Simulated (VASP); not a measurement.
CaS (rock salt):

```xyz
2
Lattice="0.0000 2.8450 2.8450 2.8450 0.0000 2.8450 2.8450 2.8450 0.0000" Properties=species:S:1:pos:R:3 pbc="T T T"
Ca     0.0000     0.0000     0.0000
S      2.8450     2.8450     2.8450
```

The lowest empty band near X, direction across the valley's axis, from mBJ (TB09) with spin-orbit coupling in VASP (PAW); its two spin partners are averaged. The gap over the points computed is 3.40 eV, and the next band on that side lies 2.47 eV away at the edge.

Settings: 400 eV cut-off, 9×9×9 Γ-centred mesh, Gaussian smearing of 0.050 eV, potentials Ca_sv S.

```
distance from the edge in k (1/Å)  distance in energy (meV)
---------------------------------  ------------------------
0.018                                                   3.3
0.025                                                   6.4
0.035                                                  12.5
0.050                                                  25.4
0.070                                                  49.6
```

**Question.** Fit E(1 + αE) = ħ²k²/2m* (ħ²/2m0 = 3.810 eV Å²) and predict the row at 0.095 1/Å.

**Answer.** The rows don't resolve α, so a parabola serves: the electron mass is m* = 0.376 m0, and so 91.5 meV. The run gave 90.7 meV, -0.8 meV from the fit.

Left out are points under 3 meV from the edge, since the levels carry 0.1 meV, and points farther than half the way to the next band.

The compound is CaS in the rock salt structure. The cell was not relaxed at this level.
